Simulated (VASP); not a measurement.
Here is the system:

```
AlN
1.0
    0.00000     2.16718     2.16718
    2.16718     0.00000     2.16718
    2.16718     2.16718     0.00000
Al N
1 1
Cartesian
  0.00000   0.00000   0.00000
  3.25077   3.25077   3.25077
```

All values below come from PBE GGA, VASP's PBE PAW potentials (set 64) (plane waves; VASP). Numerical set-up: 400 eV cut-off, 11×11×11 Γ-centred mesh, Gaussian smearing of 0.010 eV, potentials Al N.

At this cut-off the stress carries a Pulay error, which pulls relaxed volumes low.

Give the stress tensor in GPa (positive for a compressed cell).

```
6.06  0.00  0.00
0.00  6.06  0.00
0.00  0.00  6.06
```
The pressure is its mean diagonal, 6.06 GPa.

The structure comes from a computed database's AlN entry; how it stands against other phases isn't given here. The cell was not relaxed at this level.
